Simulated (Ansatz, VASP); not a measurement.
## Two plane-wave programs on Si

```
Si
1.0
     0.00000    2.72185    2.72185
     2.72185    0.00000    2.72185
     2.72185    2.72185    0.00000
Si
2
Direct
  0.75000 0.75000 0.75000
  0.50000 0.50000 0.50000
```

Alike in both runs: task relaxation of cell and atoms; functional PBEsol; k mesh 8 × 8 × 8; occupations gaussian, width 0.02 eV; no spin polarisation.

```csv
,VASP,Ansatz
version,VASP 6.6.1,Ansatz 0.2.0
potentials or method,"VASP PAW PBE potentials, release 64 (Si)","scalar-relativistic, plane waves, PAW"
plane-wave cutoff (eV),600,420
valence electrons in the cell,8,8
```

```csv
,VASP,Ansatz,Ansatz less VASP
"gap on the k mesh at the Fermi level, each at its own relaxed structure (eV)",0.51,0.51,+0.003
relaxed volume (Å³/atom),20.08,20.06,-0.022
relaxed cell length with the largest relative difference (Å),3.844,3.842,-0.0014
```

Caveats: the PAW data sets were made with another functional, which shifts forces and pressure a little (VASP). As with any semilocal functional, this PBEsol gap is likely too small. A k mesh can miss the band edges.
